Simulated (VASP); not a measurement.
These are PBE GGA, VASP's PBE PAW potentials (set 64) (plane waves; VASP) values and carry that method's errors.

The input files of a VASP run:

**KPOINTS**
```
Regular mesh
0
Gamma
  6 6 4
```

**INCAR**
```
# general
SYSTEM   =  Te
PREC     =  Accurate
ENCUT    =  480
LREAL    =  .False.   # projection in real space or not
LASPH    =  .True.

# electronic loop
EDIFF    =  1E-7   # SCF stop (eV)
NELM     =  100   # most electronic steps
ALGO     =  Normal
LMAXMIX  =  4   # l cut-off of mixed one-centre charges

# smearing
ISMEAR   =  0   # Gaussian
SIGMA    =  0.05   # width (eV)

# functional
GGA      =  PE

# ions
ISIF     =  2   # forces and stress, cell fixed

# output
LWAVE    =  .False.
LCHARG   =  .False.
```

### POSCAR
```
Te
1
    2.3344843598    -4.0434451954     0.0000000000
    2.3344843598     4.0434451954     0.0000000000
    0.0000000000     0.0000000000     6.1238075774
Te
3
Direct
  0.0000000000   0.2671591244   0.6666670000
  0.7328408756   0.7328408756   0.0000000000
  0.2671591244   0.0000000000   0.3333330000
```

POTCAR, in this order: Te (PBE.64 set). Program: vasp_std.

The run wrote:

OSZICAR:
```
       N       E                     dE             d eps       ncg     rms          rms(c)
DAV:   1     0.741784280052E+02    0.74178E+02   -0.61194E+03   624   0.101E+03
DAV:   2    -0.416717868676E+01   -0.78346E+02   -0.75286E+02   833   0.149E+02
DAV:   3    -0.923997383941E+01   -0.50728E+01   -0.50333E+01   709   0.435E+01
DAV:   4    -0.934522471045E+01   -0.10525E+00   -0.10518E+00   852   0.752E+00
DAV:   5    -0.934630115605E+01   -0.10764E-02   -0.10764E-02   744   0.702E-01    0.953E+00
DAV:   6    -0.932540042355E+01    0.20901E-01   -0.23804E-02   684   0.101E+00    0.612E+00
DAV:   7    -0.932178830404E+01    0.36121E-02   -0.53774E-02   644   0.156E+00    0.354E-01
DAV:   8    -0.932084168803E+01    0.94662E-03   -0.88278E-03   639   0.585E-01    0.142E-01
DAV:   9    -0.932091758778E+01   -0.75900E-04   -0.29063E-04   794   0.134E-01    0.510E-02
DAV:  10    -0.932092168629E+01   -0.40985E-05   -0.37781E-05   670   0.436E-02    0.629E-03
DAV:  11    -0.932092212322E+01   -0.43693E-06   -0.29037E-06   838   0.124E-02    0.306E-03
DAV:  12    -0.932092232422E+01   -0.20100E-06   -0.68731E-07   659   0.522E-03    0.111E-03
DAV:  13    -0.932092216594E+01    0.15828E-06   -0.96902E-08   487   0.210E-03    0.557E-04
DAV:  14    -0.932092218498E+01   -0.19039E-07   -0.18991E-08   342   0.956E-04
   1 F= -.93209222E+01 E0= -.93209202E+01  d E =-.388909E-05
```

**OUTCAR**
```
------------------------ aborting loop because EDIFF is reached ----------------------------------------
  FORCE on cell =-STRESS in cart. coord.  units (eV):
  Direction    XX          YY          ZZ          XY          YZ          ZX
  --------------------------------------------------------------------------------------
  Total       -1.9695444     -1.9695441     -2.9618569      0.0000000     -0.0000000      0.0000000
  in kB      -27.2949498    -27.2949454    -41.0469220      0.0000000     -0.0000000      0.0000000
  external PRESSURE =     -31.8789391 kB  Pullay stress =       0.0000000 kB
  volume of cell :      115.61
      direct lattice vectors                 reciprocal lattice vectors
     2.334484360 -4.043445195  0.000000000     0.214180060 -0.123656925  0.000000000
     2.334484360  4.043445195  0.000000000     0.214180060  0.123656925  0.000000000
     0.000000000  0.000000000  6.123807577     0.000000000  0.000000000  0.163297097
 POSITION                                       TOTAL-FORCE (eV/Angst)
 -----------------------------------------------------------------------------------
      0.62368      1.08024      4.08254        -0.201079     -0.348279     -0.000000
      3.42161      0.00000      0.00000         0.402158      0.000000     -0.000000
      0.62368     -1.08024      2.04127        -0.201079      0.348279      0.000000
 -----------------------------------------------------------------------------------
    total drift:                               -0.000152     -0.000397      0.000012
  FREE ENERGIE OF THE ION-ELECTRON SYSTEM (eV)
  ---------------------------------------------------
  free  energy   TOTEN  =        -9.3209221850 eV

  energy  without entropy=       -9.3209182959  energy(sigma->0) =       -9.32092024
```
(Selected blocks of OUTCAR.)

The compound is Te in the trig structure. This cell was strained or had an atom moved on purpose.
